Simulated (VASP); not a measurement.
Input:

```
CELL_PARAMETERS angstrom
      0.00000     3.43701     3.43701
      3.43701     0.00000     3.43701
      3.43701     3.43701     0.00000
ATOMIC_POSITIONS crystal
  Rb 0.00000 0.00000 0.00000
  Cl 0.50000 0.50000 0.50000
```

The numbers are results of revPBE GGA, VASP's PBE PAW potentials (set 64) (plane waves; VASP), not measurements. Numerical set-up: 520 eV cut-off, Gaussian smearing of 0.050 eV, potentials Rb_sv Cl.

Task: Give the energies of bands 6 to 11 at the high-symmetry points, in eV from the valence-band maximum.

Result: 
| band | Γ | X | U | L | W |
|---|---|---|---|---|---|
| 6 | 0.00 | -0.30 | -0.32 | -0.65 | -0.32 |
| 7 | 0.00 | -0.10 | -0.26 | -0.23 | -0.22 |
| 8 | 0.00 | -0.10 | -0.17 | -0.23 | -0.22 |
| 9 | 4.91 | 6.50 | 7.10 | 7.60 | 7.71 |
| 10 | 8.05 | 7.71 | 8.54 | 7.74 | 7.71 |
| 11 | 8.05 | 9.33 | 8.57 | 9.81 | 8.90 |

The gap is direct, 4.91 eV, from the valence maximum at Γ to the conduction minimum at Γ.

Measured: gap 8.50 eV (computed value off by -3.59 eV), as given by Aguado et al., (1998), arXiv:cond-mat/9809176.

The compound is RbCl in the rock salt structure. It was relaxed first, which changed the volume by +14 %.
